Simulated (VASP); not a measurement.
Input:

```xyz
5
Lattice="4.1888 0.0000 0.0000 0.0000 4.1888 0.0000 0.0000 0.0000 4.1888" Properties=species:S:1:pos:R:3 pbc="T T T"
K      0.0000     0.0000     0.0000
Mg     2.0944     2.0944     2.0944
F      2.0944     0.0000     2.0944
F      0.0000     2.0944     2.0944
F      2.0944     2.0944     0.0000
```

All values below come from revPBE GGA, VASP's PBE PAW potentials (set 64) (plane waves; VASP). Numerical set-up: 520 eV cut-off, 6×6×6 Γ-centred mesh, Gaussian smearing of 0.050 eV, potentials K_sv Mg F.

Give the stress tensor in GPa (positive for a compressed cell).

```
-3.00   0.00   0.00
 0.00  -3.00   0.00
 0.00   0.00  -3.00
```
The pressure is its mean diagonal, -3.00 GPa.

The compound is KMgF3 in the cubic perovskite structure. This cell is one point of a volume scan, at 1.06 of the reference volume.
